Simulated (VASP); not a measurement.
All values below come from LDA (Ceperley-Alder, Perdew-Zunger), VASP's LDA PAW potentials (set 64) (plane waves; VASP).

VASP input:

### INCAR
```
ALGO  =  Normal
EDIFF  =  1E-6
ENCUT  =  300
ISIF  =  2
ISMEAR  =  -1
LASPH  =  .TRUE.
LCHARG  =  .FALSE.
LMAXMIX  =  4
LREAL  =  .FALSE.
LWAVE  =  .FALSE.
NELM  =  100
PREC  =  Accurate
SIGMA  =  0.1
SYSTEM  =  CsZn4P3
```

### KPOINTS
```
Automatic
0
gamma
4 4 2
0 0 0
```

**POSCAR**
```
CsZn4P3
1
    3.9566600000     0.0000000000     0.0000000000
    0.0000000000     3.9566600000     0.0000000000
    0.0000000000     0.0000000000    10.1810280000
Cs Zn P
1 4 3
Direct
  0.0000000000   0.0000000000   0.5000000000
  0.5000000000   0.0000000000   0.8484400000
  0.5000000000   0.0000000000   0.1515600000
  0.0000000000   0.5000000000   0.8484400000
  0.0000000000   0.5000000000   0.1515600000
  0.5000000000   0.5000000000   0.7267000000
  0.5000000000   0.5000000000   0.2733000000
  0.0000000000   0.0000000000   0.0000000000
```

POTCAR, in this order: Cs_sv Zn P (LDA.64 set). Program: vasp_std.

At this cut-off the stress carries a Pulay error, which pulls relaxed volumes low. Unless said otherwise, spin-orbit coupling is left out, though it shifts the bands of the heavy elements here.

Problem. What does the run give for the energy per atom (σ→0), pressure, largest force, band gap (on the k-mesh)?

Solution. 
```
Property                                                    Result
------------------------  ----------------------------------------
energy per atom (σ→0)                               -3.614 eV/atom
band gap (on the k-mesh)  none (metal, semimetal or under 0.01 eV)
pressure                                                  1.32 GPa
largest force                                      0.00995 Ha/bohr
```

**OSZICAR**
```
...
DAV:   8    -0.289305307392E+02    0.45267E-01   -0.21006E-01  1335   0.317E+00    0.156E+00
DAV:   9    -0.289252537661E+02    0.52770E-02   -0.49783E-02  1247   0.236E+00    0.319E-01
DAV:  10    -0.289252712070E+02   -0.17441E-04   -0.27538E-03  1224   0.353E-01    0.223E-01
DAV:  11    -0.289252321874E+02    0.39020E-04   -0.84344E-04  1254   0.139E-01    0.678E-02
DAV:  12    -0.289252099404E+02    0.22247E-04   -0.13238E-04  1250   0.862E-02    0.296E-02
DAV:  13    -0.289252111752E+02   -0.12349E-05   -0.24749E-05  1170   0.191E-02    0.100E-02
DAV:  14    -0.289252107814E+02    0.39384E-06   -0.34048E-06   965   0.964E-03
   1 F= -.28925211E+02 E0= -.28909526E+02  d E =-.313696E-01
```

The structure comes from a computed database's CsZn4P3 entry; how it stands against other phases isn't given here. The cell was not relaxed at this level. The k-mesh is coarse (spacing up to 0.40 per Å, 2π included), so the numbers may not be converged in it.
